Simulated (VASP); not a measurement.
Here is the system:

```
CELL_PARAMETERS angstrom
     -1.40944     1.40944     1.40944
      1.40944    -1.40944     1.40944
      1.40944     1.40944    -1.40944
ATOMIC_POSITIONS crystal
  Fe 0.00000 0.00000 0.00000
```
Starting moments (μB, in the order of the record's atoms Fe): 2.1.

Method: optB88-vdW, VASP's PBE PAW potentials (set 64) (plane waves; VASP 6.6.1). Numerical set-up: 520 eV cut-off, Gaussian smearing of 0.050 eV, potentials Fe.

Problem. Give the spin-up energies of bands 1 to 6 at the high-symmetry points, in eV from the Fermi level.

Solution. 
```
band      Γ      H      N      P
----  -----  -----  -----  -----
1     -8.47  -4.88  -4.97  -3.25
2     -2.32  -4.88  -3.42  -3.25
3     -2.32   0.16  -0.99  -3.25
4     -2.32   0.16  -0.86  -0.82
5     -1.05   0.16   0.44  -0.82
6     -1.05  10.05   0.60   8.82
```

Problem. Give the spin-down energies of bands 1 to 6 at the high-symmetry points, in eV from the Fermi level.

Solution. 
```tsv
band	Γ	H	N	P
1	-8.25	-3.17	-3.76	-1.95
2	-0.57	-3.17	-1.85	-1.95
3	-0.57	2.16	0.78	-1.95
4	-0.57	2.16	1.35	1.80
5	1.50	2.16	1.75	1.80
6	1.50	10.36	2.47	9.68
```

It has no gap at this level: it comes out as a metal or semimetal.

The compound is Fe in the bcc structure. It was relaxed first, which changed the volume by -5 %.
